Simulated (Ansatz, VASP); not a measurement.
**One calculation of TiRh, two programs**

```xyz
2
Lattice="2.9468 0.0000 0.0000 0.0000 2.9468 0.0000 0.0000 0.0000 3.4444" Properties=species:S:1:pos:R:3 pbc="T T T"
Ti    1.4734    1.4734    1.7222
Rh    0.0000    0.0000    0.0000
```

The cell comes from a database or a generator and needn't be the stable form of this composition.

Alike in both runs: task single point; functional LDA; k mesh 12 × 12 × 11; occupations fermi-dirac, width 0.05 eV; no spin polarisation.

```csv
,VASP,Ansatz
version,VASP 6.6.1,Ansatz 0.2.0
potentials or method,"VASP PAW LDA potentials, release 64 (Ti_sv, Rh_pv), cutoff 520 eV","all-electron LAPW, scalar-relativistic"
```

```tsv
	VASP	Ansatz	Ansatz less VASP
pressure (GPa)	-11.8	-12.1	-0.34
```

Ansatz ran all-electron here, so the differences hold the error of VASP's frozen core and of both bases.
